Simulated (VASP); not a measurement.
Data:

```xyz
2
Lattice="0.0000 2.4275 2.4275 2.4275 0.0000 2.4275 2.4275 2.4275 0.0000" Properties=species:S:1:pos:R:3 pbc="T T T"
Rh     0.0000     0.0000     0.0000
S      2.4275     2.4275     2.4275
```

Method: PBEsol GGA, VASP's PBE PAW potentials (set 64) (plane waves; VASP 6.6.1). Settings: 400 eV cut-off, 15×15×15 Γ-centred mesh, tetrahedra with Blöchl corrections, potentials Rh_pv S.

### Question
Estimate the energy per atom (σ→0), band gap (on the k-mesh) with the smallest direct gap where there is one.

### Answer

```
Quantity                                                     Value
------------------------  ----------------------------------------
band gap (on the k-mesh)  none (metal, semimetal or under 0.01 eV)
energy per atom (σ→0)                               -6384 meV/atom
```

The structure was generated: RhS was put into the rock salt type (Fm-3m), which need not be its known phase. It was relaxed first, which changed the volume by -25 %. The electron count is odd and the run is not spin-polarised, which forces a metal.
